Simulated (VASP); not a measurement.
```
CELL_PARAMETERS angstrom
      2.36021    -3.82254     0.00000
      2.36021     3.82254     0.00000
      0.00000     0.00000     3.72828
ATOMIC_POSITIONS crystal
  Si 0.35133 0.64867 0.64562
  Si 0.64867 0.35133 0.35438
  Si 0.85133 0.14867 0.85438
  Si 0.14867 0.85133 0.14562
```

The numbers are results of r2SCAN meta-GGA, VASP's PBE PAW potentials (set 64) (plane waves; VASP), not measurements. Run with 400 eV cut-off, 9×9×9 Γ-centred mesh, tetrahedra with Blöchl corrections, potentials Si.

For a metal the tetrahedron method with Blöchl corrections gives inexact stress and forces.

### Question
Which forces act on the atoms, in eV/Å?

### Answer

```tsv
atom	Fx	Fy	Fz
Si1	0.000	0.057	0.037
Si2	0.000	-0.057	-0.037
Si3	0.000	0.057	-0.037
Si4	0.000	-0.057	0.037
```

### Question
Give the stress tensor in GPa (positive for a compressed cell).

### Answer

```
-0.87   0.00   0.00
 0.00  -0.37   0.00
 0.00   0.00   0.76
```
The pressure is its mean diagonal, -0.16 GPa.

The structure was generated: Si was put into the black-P type (Cmce), which need not be its known phase. It was relaxed first, which changed the volume by -11 %.
